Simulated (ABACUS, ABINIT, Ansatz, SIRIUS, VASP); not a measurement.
**WAu: programs and potentials compared**

```
W Au
1.0
     0.00000    2.74798    2.74798
     2.74798    0.00000    2.74798
     2.74798    2.74798    0.00000
W Au
1 1
Direct
  0.00000 0.00000 0.00000
  0.75000 0.75000 0.75000
```

The cell comes from a database or a generator and needn't be the stable form of this composition.

Alike in all runs: task single point; functional PBE; k mesh 8 × 8 × 8; occupations fermi-dirac, width 0.05 eV; no spin polarisation; no spin-orbit coupling. Pressure is positive in compression and, in plane waves, holds the error of the finite cutoff, which Ansatz's Pulay term estimates and takes out.

```tsv
program and potentials	plane-wave cutoff (eV)	notes	band gap (eV)	pressure (GPa)
ABINIT, JTH PAW PBE v2.0	544	12.5 valence electrons an atom on average	no gap	33.48
SIRIUS, PseudoDojo 0.4.1 PBE standard (scalar relativistic)	1054	16.5 valence electrons an atom on average	no gap	32.67
VASP, PBE PAW files Au, W_sv, 520 eV	520	12.5 valence electrons an atom on average	?	?
Ansatz, Ansatz PAW (earlier soft set)	420	16.5 valence electrons an atom on average; Pulay term of +0.07 GPa included	no gap	32.72
ABACUS, PseudoDojo NC SR 0.4.1 PBE standard, plane waves	1034	16.5 valence electrons an atom on average	no gap	32.65
```

**Question.** Estimate from the other rows what the run with VASP, PBE PAW files Au, W_sv, 520 eV gave.

**Answer.** No band gap; pressure 33.10 GPa. The other rows, which needn't bracket it: pressure 32.65 to 33.48.
